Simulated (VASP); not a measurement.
These are PBE GGA, VASP's PBE PAW potentials (set 64) (plane waves; VASP 6.6.1) values and carry that method's errors.

VASP input:

File KPOINTS:
```
Automatic mesh
0
Gamma
10 10 10
0 0 0
```

File POSCAR:
```
BP
1
    0.0000000000     2.2511936645     2.2511936645
    2.2511936645    -0.0000000000     2.2511936645
    2.2511936645     2.2511936645    -0.0000000000
B P
1 1
Direct
  0.0000000000   0.0000000000   0.0000000000
  0.2500000000   0.2500000000   0.2500000000
```

INCAR:
```
! general
SYSTEM  = BP
PREC    = Accurate
ENCUT   = 600   ! plane-wave cut-off (eV)
LREAL   = .FALSE.
LASPH   = .TRUE.   ! aspherical one-centre terms

! electronic loop
EDIFF   = 1E-7   ! SCF stop (eV)
NELM    = 100   ! most electronic steps
ALGO    = Normal   ! blocked Davidson

! smearing
ISMEAR  = 0
SIGMA   = 0.05

! functional
GGA     = PE   ! PBE

! ions
IBRION  = 2
NSW     = 40
ISIF    = 3
EDIFFG  = -0.01
PSTRESS = 50   ! kbar

! output
LWAVE   = .FALSE.
LCHARG  = .FALSE.
```

POTCAR, in this order: B P (PBE.64 set). Program: vasp_std.

Output

**OSZICAR**
```
       N       E                     dE             d eps       ncg     rms          rms(c)
DAV:   1     0.121309614209E+02    0.12131E+02   -0.45199E+03   752   0.101E+03
DAV:   2    -0.133751852536E+02   -0.25506E+02   -0.24286E+02  1176   0.119E+02
DAV:   3    -0.136804096527E+02   -0.30522E+00   -0.30522E+00   880   0.167E+01
DAV:   4    -0.136810777714E+02   -0.66812E-03   -0.66812E-03  1200   0.804E-01
DAV:   5    -0.136810781769E+02   -0.40546E-06   -0.40546E-06   904   0.156E-02    0.745E+00
DAV:   6    -0.130282409089E+02    0.65284E+00   -0.17208E+00   848   0.729E+00    0.405E+00
DAV:   7    -0.129298229024E+02    0.98418E-01   -0.28534E-01  1144   0.326E+00    0.133E+00
DAV:   8    -0.129214891151E+02    0.83338E-02   -0.29019E-02   816   0.119E+00    0.223E-01
DAV:   9    -0.129217925808E+02   -0.30347E-03   -0.48026E-04  1096   0.206E-01    0.130E-01
DAV:  10    -0.129219849461E+02   -0.19237E-03   -0.28131E-04   856   0.134E-01    0.265E-02
DAV:  11    -0.129219953550E+02   -0.10409E-04   -0.12825E-05  1080   0.317E-02    0.332E-02
DAV:  12    -0.129219961316E+02   -0.77655E-06   -0.31698E-06   816   0.118E-02    0.739E-03
DAV:  13    -0.129219960705E+02    0.61078E-07   -0.72314E-08   640   0.233E-03
   1 F= -.12209917E+02 E0= -.12209917E+02  d E =-.122099E+02
```

**OUTCAR**
```
------------------------ aborting loop because EDIFF is reached ----------------------------------------
  FORCE on cell =-STRESS in cart. coord.  units (eV):
  Direction    XX          YY          ZZ          XY          YZ          ZX
  --------------------------------------------------------------------------------------
  Total        0.7104013      0.7104013      0.7104013     -0.0000000     -0.0000000     -0.0000000
  in kB       49.8822173     49.8822173     49.8822173     -0.0000000     -0.0000000     -0.0000000
  external PRESSURE =      -0.1177827 kB  Pullay stress =      50.0000000 kB
  volume of cell :       22.82
      direct lattice vectors                 reciprocal lattice vectors
     0.000000000  2.251193665  2.251193665    -0.222104392  0.222104392  0.222104392
     2.251193665  0.000000000  2.251193665     0.222104392 -0.222104392  0.222104392
     2.251193665  2.251193665  0.000000000     0.222104392  0.222104392 -0.222104392
  FREE ENERGIE OF THE ION-ELECTRON SYSTEM (eV)
  ---------------------------------------------------
  free  energy   TOTEN  =       -12.9219960705 eV

  energy  without entropy=      -12.9219960705  energy(sigma->0) =      -12.92199607
  enthalpy is  TOTEN    =       -12.2099173770 eV   P V=        0.7120786935

 reached required accuracy - stopping structural energy minimisation
```
(Selected blocks of OUTCAR.)

The compound is BP in the zinc blende structure. It was relaxed first under an external pressure of 5 GPa.
